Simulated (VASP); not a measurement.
Here is the system:

```
BeCd3Se4
1.0
    0.00000     2.91394     2.91394
    2.91394     0.00000     2.91394
   11.80918    11.80918    -0.15344
Cd Se Be
3 4 1
Cartesian
 11.65803  11.65803  -0.00229
  2.93158   2.93158  -0.01765
  8.92355   8.92355   5.64613
  1.43067   1.43067   1.48327
  4.50898   4.50898   1.31889
  7.57692   7.57692   1.16489
 10.14674  10.14674   1.50900
  8.84041   8.84041  -0.09861
```

The numbers are results of PBEsol GGA, VASP's PBE PAW potentials (set 64) (plane waves; VASP 6.6.1), not measurements. Run with 400 eV cut-off, 7×7×2 Γ-centred mesh, tetrahedra with Blöchl corrections, potentials Cd Se Be.

Q: The job: BeCd₃Se₄ (ordered alloy cell), 8 atoms, PBEsol, static run, 400 eV, 7×7×2 Γ-centred mesh. Roughly how much core time does it take on a busy server core?

A: About 2 core-minutes (one run on a shared machine, a rough figure). It had 32 irreducible k-points, 37 bands, up to 3683 plane waves and 16 electronic steps.

The structure was generated: BeCd3Se4 was put into an ordered model structure (R3m), which need not be its known phase. It was relaxed first.
